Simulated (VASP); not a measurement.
Wanted: the native input for a VASP 6.6.1 run.

```yaml
Task: single point
Functional: r2SCAN
Potentials_or_basis: VASP PAW PBE potentials, release 64 (Sn_d, Cd, Mn_pv)
Cutoff: 520 eV
k_mesh: 6 × 6 × 6
Occupations: fermi-dirac, width 0.1 eV
Spin: no spin polarisation
Dipole_correction: no
Further_INCAR_settings: ALGO = Normal; EDIFF = 1e-06; NBANDS = 40
```

MnCd3Sn:

```xyz
5
Lattice="5.4560 0.0000 0.0000 0.0000 5.4560 0.0000 0.0000 0.0000 5.4560" Properties=species:S:1:pos:R:3 pbc="T T T"
Sn    2.7280    2.7280    2.7280
Cd    0.0000    2.7280    2.7280
Cd    2.7280    0.0000    2.7280
Cd    2.7280    2.7280    0.0000
Mn    0.0000    0.0000    0.0000
```

The cell was built by a generator and needn't be a form met in nature.

The input as run:

POSCAR

```
MnCd3Sn
1.0
    5.4559589900      0.0000000000      0.0000000000
    0.0000000000      5.4559589900      0.0000000000
    0.0000000000      0.0000000000      5.4559589900
Sn Cd Mn
1 3 1
Direct
    0.5000000000      0.5000000000      0.5000000000
    0.0000000000      0.5000000000      0.5000000000
    0.5000000000      0.0000000000      0.5000000000
    0.5000000000      0.5000000000      0.0000000000
    0.0000000000      0.0000000000      0.0000000000
```

INCAR.step1

```
ALGO     = Normal         # electronic algorithm
EDIFF    = 1E-4           # SCF threshold, eV
ENCUT    = 520            # plane-wave cutoff, eV
GGA      = PE             # functional
ISMEAR   = -5             # smearing method
LASPH    = T              # aspherical terms in the spheres
LCHARG   = F              # write CHGCAR
LMAXMIX  = 4              # l up to which the mixer works
LREAL    = F              # projectors in reciprocal space
LWAVE    = T              # write WAVECAR
NBANDS   = 40             # bands
NELM     = 100            # most SCF steps
PREC     = Accurate       # precision mode
SIGMA    = 0.1            # smearing width, eV
```

INCAR.step2

```
ALGO     = Normal         # electronic algorithm
EDIFF    = 1E-6           # SCF threshold, eV
ENCUT    = 520            # plane-wave cutoff, eV
ISIF     = 2              # what is computed and relaxed
ISMEAR   = -1             # smearing method
ISTART   = 1            
LASPH    = T              # aspherical terms in the spheres
LCHARG   = F              # write CHGCAR
LMAXMIX  = 4              # l up to which the mixer works
LMIXTAU  = T            
LORBIT   = 11             # projections on sites
LREAL    = F              # projectors in reciprocal space
LWAVE    = F              # write WAVECAR
METAGGA  = R2SCAN         # meta-GGA
NBANDS   = 40             # bands
NELM     = 100            # most SCF steps
PREC     = Accurate       # precision mode
SIGMA    = 0.1            # smearing width, eV
```

KPOINTS

```
k-points
0
Gamma
  6 6 6
```

Potentials or basis: VASP PAW PBE potentials, release 64 (Sn_d, Cd, Mn_pv).

Command:

```bash
$ cat potpaw_PBE.64/Sn_d/POTCAR potpaw_PBE.64/Cd/POTCAR potpaw_PBE.64/Mn_pv/POTCAR > POTCAR
$ cp INCAR.step1 INCAR
$ mpirun -np 1 vasp_std > vasp.out
$ cp INCAR.step2 INCAR
$ mpirun -np 1 vasp_std > vasp.out
```

It gave:

```json
{
  "Pressure": "-1.3 GPa",
  "Band gap on the k mesh": "none (metal or under the smearing width)",
  "Valence electrons inside the program's atomic spheres": "Sn 12.49; Cd 10.30; Mn 11.36"
}
```

Caveat: the PAW data sets were made with another functional, which shifts forces and pressure a little.

It took 7.7 min on 1 thread of Intel(R) Xeon(R) Platinum 8488C (Sapphire Rapids), on a shared host, peak memory 0.36 GiB.
